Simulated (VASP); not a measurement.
# Pt (Fm-3m) in VASP: a series of runs, part 2 of 2

VASP 6.6.1. Earlier steps stand in the parts before.

### Step 4. Band structure, PBE+D3(BJ)

This run uses another cell than the first one, of 15.12 Å³/atom, 0.953 times its volume.

INCAR

```
SYSTEM = Pt
ALGO     = Fast           ! electronic algorithm
EDIFF    = 1E-7           ! SCF threshold, eV
ENCUT    = 520            ! plane-wave cutoff, eV
GGA      = PE             ! functional
ICORELEVEL= 1            
ISIF     = 2              ! what is computed and relaxed
ISMEAR   = 1              ! smearing method
IVDW     = 12             ! dispersion correction
LASPH    = .TRUE.         ! aspherical terms in the spheres
LCHARG   = .FALSE.        ! write CHGCAR
LMAXMIX  = 4              ! l up to which the mixer works
LREAL    = .FALSE.        ! projectors in reciprocal space
LWAVE    = .FALSE.        ! write WAVECAR
NBANDS   = 11             ! bands
NELM     = 80             ! most SCF steps
PREC     = Accurate       ! precision mode
SIGMA    = 0.1            ! smearing width, eV
```

KPOINTS

```
k-points
0
G
  16 16 16
  0 0 0
```

POSCAR

```
Pt                                      
1.0
    0.0000000000      1.9627480676      1.9627480676
    1.9627480676      0.0000000000      1.9627480676
    1.9627480676      1.9627480676      0.0000000000
  Pt            
     1
Direct
     0.0000000000000000    0.0000000000000000    0.0000000000000000
```

KPOINTS_OPT

```
explicit points
106
Reciprocal
 0.0000000000  0.0000000000  0.0000000000 1
 0.0555555556  0.0000000000  0.0555555556 1
 0.1111111111  0.0000000000  0.1111111111 1
 0.1666666667  0.0000000000  0.1666666667 1
 0.2222222222  0.0000000000  0.2222222222 1
 0.2777777778  0.0000000000  0.2777777778 1
 0.3333333333  0.0000000000  0.3333333333 1
 0.3888888889  0.0000000000  0.3888888889 1
 0.4444444444  0.0000000000  0.4444444444 1
 0.5000000000  0.0000000000  0.5000000000 1
 0.5000000000  0.0000000000  0.5000000000 1
 0.5000000000  0.0277777778  0.5277777778 1
 0.5000000000  0.0555555556  0.5555555556 1
 0.5000000000  0.0833333333  0.5833333333 1
 0.5000000000  0.1111111111  0.6111111111 1
 0.5000000000  0.1388888889  0.6388888889 1
 0.5000000000  0.1666666667  0.6666666667 1
 0.5000000000  0.1944444444  0.6944444444 1
 0.5000000000  0.2222222222  0.7222222222 1
 0.5000000000  0.2500000000  0.7500000000 1
 0.5000000000  0.2500000000  0.7500000000 1
 0.4861111111  0.2638888889  0.7500000000 1
 0.4722222222  0.2777777778  0.7500000000 1
 0.4583333333  0.2916666667  0.7500000000 1
 0.4444444444  0.3055555556  0.7500000000 1
 0.4305555556  0.3194444444  0.7500000000 1
 0.4166666667  0.3333333333  0.7500000000 1
 0.4027777778  0.3472222222  0.7500000000 1
 0.3888888889  0.3611111111  0.7500000000 1
 0.3750000000  0.3750000000  0.7500000000 1
 0.3750000000  0.3750000000  0.7500000000 1
 0.3333333333  0.3333333333  0.6666666667 1
 0.2916666667  0.2916666667  0.5833333333 1
 0.2500000000  0.2500000000  0.5000000000 1
 0.2083333333  0.2083333333  0.4166666667 1
 0.1666666667  0.1666666667  0.3333333333 1
 0.1250000000  0.1250000000  0.2500000000 1
 0.0833333333  0.0833333333  0.1666666667 1
 0.0416666667  0.0416666667  0.0833333333 1
 0.0000000000  0.0000000000  0.0000000000 1
 0.0000000000  0.0000000000  0.0000000000 1
 0.0555555556  0.0555555556  0.0555555556 1
 0.1111111111  0.1111111111  0.1111111111 1
 0.1666666667  0.1666666667  0.1666666667 1
 0.2222222222  0.2222222222  0.2222222222 1
 0.2777777778  0.2777777778  0.2777777778 1
 0.3333333333  0.3333333333  0.3333333333 1
 0.3888888889  0.3888888889  0.3888888889 1
 0.4444444444  0.4444444444  0.4444444444 1
 0.5000000000  0.5000000000  0.5000000000 1
 0.5000000000  0.5000000000  0.5000000000 1
 0.5138888889  0.4722222222  0.5138888889 1
 0.5277777778  0.4444444444  0.5277777778 1
 0.5416666667  0.4166666667  0.5416666667 1
 0.5555555556  0.3888888889  0.5555555556 1
 0.5694444444  0.3611111111  0.5694444444 1
 0.5833333333  0.3333333333  0.5833333333 1
 0.5972222222  0.3055555556  0.5972222222 1
 0.6111111111  0.2777777778  0.6111111111 1
 0.6250000000  0.2500000000  0.6250000000 1
 0.6250000000  0.2500000000  0.6250000000 1
 0.6111111111  0.2500000000  0.6388888889 1
 0.5972222222  0.2500000000  0.6527777778 1
 0.5833333333  0.2500000000  0.6666666667 1
 0.5694444444  0.2500000000  0.6805555556 1
 0.5555555556  0.2500000000  0.6944444444 1
 0.5416666667  0.2500000000  0.7083333333 1
 0.5277777778  0.2500000000  0.7222222222 1
 0.5138888889  0.2500000000  0.7361111111 1
 0.5000000000  0.2500000000  0.7500000000 1
 0.5000000000  0.2500000000  0.7500000000 1
 0.5000000000  0.2777777778  0.7222222222 1
 0.5000000000  0.3055555556  0.6944444444 1
 0.5000000000  0.3333333333  0.6666666667 1
 0.5000000000  0.3611111111  0.6388888889 1
 0.5000000000  0.3888888889  0.6111111111 1
 0.5000000000  0.4166666667  0.5833333333 1
 0.5000000000  0.4444444444  0.5555555556 1
 0.5000000000  0.4722222222  0.5277777778 1
 0.5000000000  0.5000000000  0.5000000000 1
 0.5000000000  0.5000000000  0.5000000000 1
 0.4861111111  0.4861111111  0.5277777778 1
 0.4722222222  0.4722222222  0.5555555556 1
 0.4583333333  0.4583333333  0.5833333333 1
 0.4444444444  0.4444444444  0.6111111111 1
 0.4305555556  0.4305555556  0.6388888889 1
 0.4166666667  0.4166666667  0.6666666667 1
 0.4027777778  0.4027777778  0.6944444444 1
 0.3888888889  0.3888888889  0.7222222222 1
 0.3750000000  0.3750000000  0.7500000000 1
 0.6250000000  0.2500000000  0.6250000000 1
 0.6111111111  0.2222222222  0.6111111111 1
 0.5972222222  0.1944444444  0.5972222222 1
 0.5833333333  0.1666666667  0.5833333333 1
 0.5694444444  0.1388888889  0.5694444444 1
 0.5555555556  0.1111111111  0.5555555556 1
 0.5416666667  0.0833333333  0.5416666667 1
 0.5277777778  0.0555555556  0.5277777778 1
 0.5138888889  0.0277777778  0.5138888889 1
 0.5000000000  0.0000000000  0.5000000000 1
 0.0000000000  0.0000000000  0.0000000000 1
 0.3750000000  0.3750000000  0.7500000000 1
 0.5000000000  0.5000000000  0.5000000000 1
 0.6250000000  0.2500000000  0.6250000000 1
 0.5000000000  0.2500000000  0.7500000000 1
 0.5000000000  0.0000000000  0.5000000000 1
```

The run is started by

```
$ cat potpaw_PBE.64/Pt/POTCAR > POTCAR
$ mpirun -np 1 vasp_std > vasp.out
```

Run time: 14 s. Hardware: 1 thread of Intel Xeon 6975P-C (Granite Rapids), shared host; peak memory 0.17 GiB.

Results (log left out):

```yaml
Free_energy: -6.8600 eV
Pressure: -0.1 GPa
Band_gap_along_the_path: none (metal or under the smearing width)
Dispersion_energy_per_atom: -0.777 eV
```

Levels at the corners of the path, in eV from the Fermi level:
| point | band 3 | band 4 | band 5 | band 6 | band 7 | band 8 |
| --- | --- | --- | --- | --- | --- | --- |
| Γ | -3.75 | -3.75 | -1.60 | -1.60 | 14.68 | 19.63 |
| X | 0.03 | 0.51 | 0.51 | 1.81 | 8.88 | 11.42 |
| X | 0.03 | 0.51 | 0.51 | 1.81 | 8.88 | 11.42 |
| W | -4.51 | -1.97 | 0.51 | 7.13 | 8.29 | 8.29 |
| W | -4.51 | -1.97 | 0.51 | 7.13 | 8.29 | 8.29 |
| K | -2.82 | -1.29 | -0.15 | 5.76 | 6.74 | 10.11 |
| K | -2.82 | -1.29 | -0.15 | 5.76 | 6.74 | 10.11 |
| Γ | -3.75 | -3.75 | -1.60 | -1.60 | 14.68 | 19.63 |
| Γ | -3.75 | -3.75 | -1.60 | -1.60 | 14.68 | 19.63 |
| L | -3.81 | -0.43 | 0.06 | 0.06 | 5.85 | 14.24 |
| L | -3.81 | -0.43 | 0.06 | 0.06 | 5.85 | 14.24 |
| U | -2.82 | -1.29 | -0.15 | 5.76 | 6.74 | 10.11 |
| U | -2.82 | -1.29 | -0.15 | 5.76 | 6.74 | 10.11 |
| W | -4.51 | -1.97 | 0.51 | 7.13 | 8.29 | 8.29 |
| W | -4.51 | -1.97 | 0.51 | 7.13 | 8.29 | 8.29 |
| L | -3.81 | -0.43 | 0.06 | 0.06 | 5.85 | 14.24 |
| L | -3.81 | -0.43 | 0.06 | 0.06 | 5.85 | 14.24 |
| K | -2.82 | -1.29 | -0.15 | 5.76 | 6.74 | 10.11 |
| U | -2.82 | -1.29 | -0.15 | 5.76 | 6.74 | 10.11 |
| X | 0.03 | 0.51 | 0.51 | 1.81 | 8.88 | 11.42 |

Core levels (eV, on the scale of the bands):
| atom | levels |
| --- | --- |
| 1 Pt | 1s -78387.2, 2s -13756.8, 2p -11917.1, 3s -3220.7, 3p -2685.2, 3d -2105.6, 4s -681.0, 4p -505.5, 4d -292.5, 4f -55.9, 5s -87.4, 5p -41.6 |

Caveat: spin-orbit coupling is left out, which moves the levels of the heavy elements; pairwise dispersion overbinds metals, which lowers pressure and volume.

### Step 5. Overview

```csv
level,cell,pressure (GPa)
RPBE,"Fm-3m, 15.87 Å³/atom",-0.1
PBE,"Fm-3m, 15.61 Å³/atom",-0.1
PBE+D3(BJ),"Fm-3m, 15.12 Å³/atom",-0.1
```

Alike in all rows: task band structure; potentials or basis VASP PAW PBE potentials, release 64 (Pt); no spin polarisation; k mesh 16 × 16 × 16; cutoff (eV) 520; smearing methfessel-paxton 0.1 eV.

Caveats: spin-orbit coupling is left out, which moves the levels of the heavy elements; the PAW data sets were made with another functional, which shifts forces and pressure a little (some runs); pairwise dispersion overbinds metals, which lowers pressure and volume (some runs).

Absolute energies hang on the potentials; compare differences alone.
